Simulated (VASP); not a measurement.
Runs of VASP 6.6.1 on CdTe. Symmetry: F-43m, No. 216, cubic system. Conventional cell: a = 6.619 Å, b = 6.619 Å, c = 6.619 Å, α = 90.00°, β = 90.00°, γ = 90.00°. Around Cd (site symmetry -43m) lie 4 Te at 2.87 Å. Around Te (site symmetry -43m) lie 4 Cd at 2.87 Å. The cell is a database's computed one.

| task | cell | k mesh | cutoff (eV) | smearing | gap on the mesh (eV) | pressure (GPa) | relaxed volume (Å³/atom) |
| --- | --- | --- | --- | --- | --- | --- | --- |
| relaxation of cell and atoms | relaxed | 10 × 10 × 10 | 600 | gaussian 0.02 eV | 0.58 | 0.0 | (a) |
| relaxation of cell and atoms | relaxed | 8 × 8 × 8 | 600 | gaussian 0.02 eV | 0.58 | 0.0 | 36.31 |
| single point | F-43m, 35.36 Å³/atom | 4 × 4 × 4 | 520 | gaussian 0.1 eV | 0.64 | 1.2 | - |
| single point | F-43m, 36.25 Å³/atom | 8 × 8 × 8 | 520 | gaussian 0.02 eV | 0.58 | 0.1 | - |
| single point | F-43m, 36.25 Å³/atom | 10 × 10 × 10 | 520 | gaussian 0.02 eV | 0.58 | 0.1 | - |

Alike in all rows: level PBE; potentials or basis VASP PAW PBE potentials, release 64 (Cd, Te); no spin polarisation.

Problem. Fill in the values left out.

Solution. (a) 36.32.

Caveats: spin-orbit coupling is left out, which moves the levels of the heavy elements.

A k mesh can miss the band edges, and the runs leave out spin-orbit coupling on Cd, Te.
